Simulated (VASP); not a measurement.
Sn (beta): computed properties

Calculation: r2SCAN meta-GGA, VASP's PBE PAW potentials (set 64) (plane waves; VASP).

```yaml
space_group: I4_1/amd (141)
cell: a = 5.871 Å, b = 5.871 Å, c = 3.193 Å, α = 90.00°, β = 90.00°, γ = 90.00°
volume_per_atom: 27.52 Å³/atom
band gap (over mesh and band path): none (metal, semimetal or under 0.01 eV)
density: 7.16 g/cm³
```

```yaml
crystal:
  lattice:
    - [-2.93574, 2.93574, 1.59656]
    - [2.93574, -2.93574, 1.59656]
    - [2.93574, 2.93574, -1.59656]
  atoms:
    - { symbol: Sn, position: [0.25000, 0.75000, 0.50000] }
    - { symbol: Sn, position: [0.00000, 0.00000, 0.00000] }
```

Measured: a 5.831 Å at 293 K (computed value off by +0.7 %), c 3.181 Å at 293 K (computed value off by +0.4 %), as given by Wikipedia, Tin (infobox). The calculation is for a static lattice, while the measured a, c hold thermal and zero-point effects, which are part of the difference. Unless said otherwise, spin-orbit coupling is left out, though it shifts the bands of the heavy elements here.

The compound is Sn in the beta structure. It was relaxed first. Symmetry was kept, so distortions that lower it aren't found.
